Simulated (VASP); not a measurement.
**Al2SiF2: single point with r2SCAN**

Al2SiF2:

```
Al Si F
1.0
     2.97507    0.00000    0.00000
    -1.48754    2.57649    0.00000
     0.00000    0.00000   18.76213
Al Si F
4 2 4
Direct
  0.00000 0.00000 0.35551
  0.00000 0.00000 0.14449
  0.00000 0.00000 0.85551
  0.00000 0.00000 0.64449
  0.33333 0.66667 0.25000
  0.66667 0.33333 0.75000
  0.66667 0.33333 0.42027
  0.66667 0.33333 0.07973
  0.33333 0.66667 0.92027
  0.33333 0.66667 0.57973
```

The cell was built by a generator and needn't be a form met in nature.

* Program: VASP 6.6.1
* Task: single point
* Functional: r2SCAN
* Potentials or basis: VASP PAW PBE potentials, release 64 (Al, Si, F)
* Cutoff: 520 eV
* k mesh: 12 × 12 × 2
* Occupations: gaussian, width 0.1 eV
* Spin: no spin polarisation

* Pressure: -4.0 GPa
* Largest force: 0.223 eV/Å
* Band gap on the k mesh: none (metal or under the smearing width)

Forces on the atoms (eV/Å):
```
Al   0.000  0.000  0.030
Al   0.000  0.000 -0.030
Al   0.000  0.000  0.030
Al   0.000  0.000 -0.030
Si   0.000  0.000  0.000
Si   0.000  0.000  0.000
F    0.000  0.000 -0.223
F    0.000  0.000  0.223
F    0.000  0.000 -0.223
F    0.000  0.000  0.223
```

Stress tensor (GPa, compression positive):
```
-4.19  0.00  0.00
 0.00 -4.19  0.00
 0.00  0.00 -3.61
```

Levels at points of the mesh, in eV from the Fermi level:
```csv
k point,band 22,band 23,band 24,band 25,band 26,band 27
"(0.00, 0.00, 0.00)",-2.55,0.06,0.68,3.14,4.17,5.89
"(0.50, 0.00, 0.00)",-4.18,-2.02,-1.97,1.24,1.28,2.19
"(0.00, 0.00, 0.50)",-2.74,0.35,0.35,3.60,3.60,6.08
"(0.50, 0.00, 0.50)",-4.19,-1.99,-1.99,1.26,1.26,2.19
```

Wall time 4.5 min on 4 MPI ranks on Intel(R) Xeon(R) 6975P-C (Granite Rapids), with other jobs on the host, peak memory 0.38 GiB a rank.

Caveat: the PAW data sets were made with another functional, which shifts forces and pressure a little.
